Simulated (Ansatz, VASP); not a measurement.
## Se (Selenium) in two plane-wave programs

Wanted: the spread between two codes on one cell, functional and k mesh. Valence electrons are named where the data sets of a main pair hold unlike numbers.

Method: plane waves, with VASP 6.6.1 beside it; band structure at HSE06 and band structure at PBE-EpsX with an exact-exchange share of 0.09, in Ansatz 0.2.0.

## 1. The structure

Symmetry: P3_121, No. 152, trigonal system. The conventional cell has a = 4.366 Å, b = 4.366 Å, c = 4.954 Å, α = 90.00°, β = 90.00°, γ = 120.00°. Se has 2 Se at 2.37 Å nearest.

As a file:

```xyz
3
Lattice="4.3662 0.0000 0.0000 -2.1831 3.7812 0.0000 0.0000 0.0000 4.9536" Properties=species:S:1:pos:R:3 pbc="T T T"
Se    0.9841    0.0000    1.6512
Se   -0.4921    0.8523    3.3024
Se    1.6910    2.9289    0.0000
```

## 2. VASP: band structure, HSE06

The same path points are solved in both programs, so levels can be compared one by one.

Lines of VASP's logs that name or quote its potential files are left out, and so is its time.

The run reads the wave functions of an earlier VASP run, which isn't shown here.

File INCAR:

```
SYSTEM = Se
PREC = Accurate
ENCUT = 400
EDIFF = 1E-06
NELM = 100
ISMEAR = 0
SIGMA = 0.02
LREAL = .FALSE.
ALGO = Normal
LHFCALC = .TRUE.
AEXX = 0.25
GGA = PE
HFSCREEN = 0.2
LASPH = .TRUE.
NBANDS = 15
PRECFOCK = Fast
LORBIT = 11
LWAVE = .FALSE.
LCHARG = .FALSE.
KPAR = 4
```

File POSCAR:

```
Se
1.0
    4.3662000000      0.0000000000      0.0000000000
   -2.1831000000      3.7812401180      0.0000000000
    0.0000000000      0.0000000000      4.9536000000
Se
3
Direct
    0.2254000000      0.0000000000      0.3333333333
    0.0000000000      0.2254000000      0.6666666667
    0.7746000000      0.7746000000      0.0000000000
```

File KPOINTS:

```
Automatic mesh
0
Gamma
4 4 3
0 0 0
```

File KPOINTS_OPT:

```
Line mode
6
Line-mode
Reciprocal
  0.00000000   0.00000000   0.00000000 GAMMA
  0.50000000   0.00000000   0.00000000 M

  0.50000000   0.00000000   0.00000000 M
  0.33333333   0.33333333   0.00000000 K

  0.33333333   0.33333333   0.00000000 K
  0.00000000   0.00000000   0.00000000 GAMMA

  0.00000000   0.00000000   0.00000000 GAMMA
  0.00000000   0.00000000   0.50000000 A

  0.00000000   0.00000000   0.50000000 A
  0.50000000   0.00000000   0.50000000 L

  0.50000000   0.00000000   0.50000000 L
  0.33333333   0.33333333   0.50000000 H

  0.33333333   0.33333333   0.50000000 H
  0.00000000   0.00000000   0.50000000 A

  0.50000000   0.00000000   0.50000000 L
  0.50000000   0.00000000   0.00000000 M

  0.33333333   0.33333333   0.00000000 K
  0.33333333   0.33333333   0.50000000 H
```

Potentials, in the order of the species: Se (PBE family, release 64).

The run is started by

```
> mpirun -np 4 vasp_std
```

Numbers of over 12 decimals in the logs are rounded to 6 here.

The log of the run:

```text
[banner, memory and clock lines left out]
running    4 mpi-ranks, on    1 nodes
 distrk:  each k-point on    1 cores,    4 groups
 distr:  one band on    1 cores,    1 groups

 POSCAR found type information on POSCAR Se
 POSCAR found :  1 types and       3 ions
 LDA part: xc-table for (Slater+PW92), standard interpolation
 found WAVECAR, reading the header
 POSCAR, INCAR and KPOINTS ok, starting setup
 FFT: planning ... GRIDC
 FFT: planning ... GRID_SOFT
 FFT: planning ... GRID
 reading WAVECAR
 the WAVECAR file was read successfully
 initial charge from wavefunction
 entering main loop
       N       E                     dE             d eps       ncg     rms          rms(c)
DAV:   1    -0.132854729388E+02   -0.13285E+02   -0.67934E-01   270   0.606E+00    0.204E+00
DAV:   2    -0.132952607756E+02   -0.97878E-02   -0.31469E-02   298   0.105E+00    0.132E+00
DAV:   3    -0.132929310298E+02    0.23297E-02   -0.24106E-03   361   0.292E-01    0.761E-01
DAV:   4    -0.132921427164E+02    0.78831E-03   -0.76902E-04   368   0.175E-01    0.403E-01
DAV:   5    -0.132919153994E+02    0.22732E-03   -0.17619E-04   354   0.877E-02    0.219E-01
DAV:   6    -0.132918464444E+02    0.68955E-04   -0.42458E-05   354   0.442E-02    0.120E-01
DAV:   7    -0.132918261585E+02    0.20286E-04   -0.12850E-05   354   0.246E-02    0.651E-02
DAV:   8    -0.132918209430E+02    0.52155E-05   -0.41532E-06   340   0.141E-02    0.352E-02
DAV:   9    -0.132918199654E+02    0.97764E-06   -0.12558E-06   219   0.813E-03
   1 F= -.13291820E+02 E0= -.13291820E+02  d E =-.240128E-34
 Start KPOINTS_OPT (optional k-point list driver)
k-point batch [1-9\54]
       N       E                     dE             ncg
DAV:   1     0.834491735391E+02   -0.25296E+04      270
DAV:   2    -0.692219351122E+03   -0.77567E+03      340
DAV:   3    -0.774413100259E+03   -0.82194E+02      319
DAV:   4    -0.775691778232E+03   -0.12787E+01      368
DAV:   5    -0.775702008553E+03   -0.10230E-01      340
DAV:   6    -0.775702090873E+03   -0.82321E-04      333
DAV:   7    -0.775702091916E+03   -0.10432E-05      278
DAV:   8    -0.775702091960E+03   -0.44121E-07      254
[...]
k-point batch [46-54\54]
       N       E                     dE             ncg
DAV:   1     0.236516654370E+02   -0.44169E+04      270
DAV:   2    -0.712240538123E+03   -0.73589E+03      340
DAV:   3    -0.787720702605E+03   -0.75480E+02      312
DAV:   4    -0.788987273488E+03   -0.12666E+01      340
DAV:   5    -0.788998443892E+03   -0.11170E-01      361
DAV:   6    -0.788998527210E+03   -0.83318E-04      326
DAV:   7    -0.788998528036E+03   -0.82541E-06      261
```

OUTCAR, selected parts (step 2):

```text
ion  position               nearest neighbor table
   1  0.225  0.000  0.333-   3 2.37   2 2.37
   2  0.000  0.225  0.667-   3 2.37   1 2.37
   3  0.775  0.775  0.000-   2 2.37   1 2.37

  LATTYP: Found a hexagonal cell.
 ALAT       =     4.3662000000
 C/A-ratio  =     1.1345334616

 Subroutine GETGRP returns: Found  6 space group operations
 (whereof  2 operations were pure point group operations)

The static configuration has the point symmetry C_2 .
 The point group associated with its full space group is D_3 .

 Found      9 irreducible k-points:

   k-points           NKPTS =      9   k-points in BZ     NKDIM =     48   number of bands    NBANDS=     15

   dimension x,y,z NGX =    28 NGY =   28 NGZ =   32
   dimension x,y,z NGXF=    56 NGYF=   56 NGZF=   64

   ENCUT  =  400.0 eV  29.40 Ry    5.42 a.u.   7.12  7.12  8.08*2*pi/ulx,y,z

   NELECT =      18.0000    total number of electrons

 k-points in reciprocal lattice and weights: Automatic mesh
   0.00000000  0.00000000  0.00000000       0.021
   0.25000000  0.00000000  0.00000000       0.125
   0.50000000  0.00000000  0.00000000       0.062
   0.25000000  0.25000000  0.00000000       0.125
   0.00000000  0.00000000  0.33333333       0.042
   0.25000000  0.00000000  0.33333333       0.125
   0.00000000  0.25000000  0.33333333       0.125
   0.50000000  0.00000000  0.33333333       0.125
   0.25000000  0.25000000  0.33333333       0.250

  exchange ACFDT corr.  =         0.00000000  see jH, gK, PRB 81, 115126

 average (electrostatic) potential at core
       1 -52.6140       2 -52.6140       3 -52.6140

 E-fermi :   1.9672

 k-point     1 :       0.0000    0.0000    0.0000
  band No.  band energies     occupation
    ...
      5      -1.9099      2.00000
      6      -1.8828      2.00000
      7      -0.2110      2.00000
      8      -0.2110      2.00000
      9       1.5599      2.00000
     10       4.9199      0.00000
     11       4.9199      0.00000
     12       5.2040      0.00000
     13       9.2439      0.00000
     14       9.5178      0.00000
    ...

 k-point     2 :       0.2500    0.0000    0.0000
  band No.  band energies     occupation
    ...
      5      -2.5105      2.00000
      6      -1.7458      2.00000
      7      -0.1513      2.00000
      8       0.3287      2.00000
      9       1.1717      2.00000
     10       4.8754      0.00000
     11       5.0061      0.00000
     12       5.8468      0.00000
     13       8.9871      0.00000
     14       9.3282      0.00000
    ...

 k-point     3 :       0.5000    0.0000    0.0000
  band No.  band energies     occupation
    ...
      5      -2.8945      2.00000
      6      -1.6314      2.00000
      7      -1.0064      2.00000
      8       0.2014      2.00000
      9       0.9707      2.00000
     10       4.9041      0.00000
     11       5.3381      0.00000
     12       7.2532      0.00000
     13       8.2656      0.00000
     14      10.8129      0.00000
    ...

  energy-cutoff  :      400.00
  volume of cell :       81.78
      direct lattice vectors                 reciprocal lattice vectors
     4.366200000  0.000000000  0.000000000     0.229032110  0.132231751  0.000000000
    -2.183100000  3.781240118  0.000000000     0.000000000  0.264463501  0.000000000
     0.000000000  0.000000000  4.953600000     0.000000000  0.000000000  0.201873385

 POSITION                                       TOTAL-FORCE (eV/Angst)
 -----------------------------------------------------------------------------------
      0.98414      0.00000      1.65120        -0.211376      0.000000      0.000000
     -0.49207      0.85229      3.30240         0.105688     -0.183057     -0.000000
      1.69103      2.92895      0.00000         0.105688      0.183057     -0.000000
 -----------------------------------------------------------------------------------
    total drift:                                0.000001     -0.000001      0.000000

  FREE ENERGIE OF THE ION-ELECTRON SYSTEM (eV)
  ---------------------------------------------------
  free  energy   TOTEN  =       -13.2918199654 eV

  energy  without entropy=      -13.2918199654  energy(sigma->0) =      -13.29181997

 total charge
# of ion       s       p       d       tot
------------------------------------------
    1        1.524   2.211   0.059   3.794
    2        1.524   2.211   0.059   3.794
    3        1.524   2.211   0.059   3.794
--------------------------------------------------
tot          4.572   6.634   0.177  11.383

[... 3 further parts left out ...]
```

Spin-orbit coupling is off here; it would split degenerate levels.

(Part 1 of 3 ends here.)

[Lines on the potential files, build, host, timing and source positions are cut from VASP's logs without a mark.]

[Logs are printed without paths, hosts, clocks, repeated set-up lines and the standing remarks that a program may print on its own settings, such as how far it seeks lower states.]

[Hosts, paths, dates, database ids (printed as entryN), source tags and the programs' standing remarks are cut or masked in the printed files.]
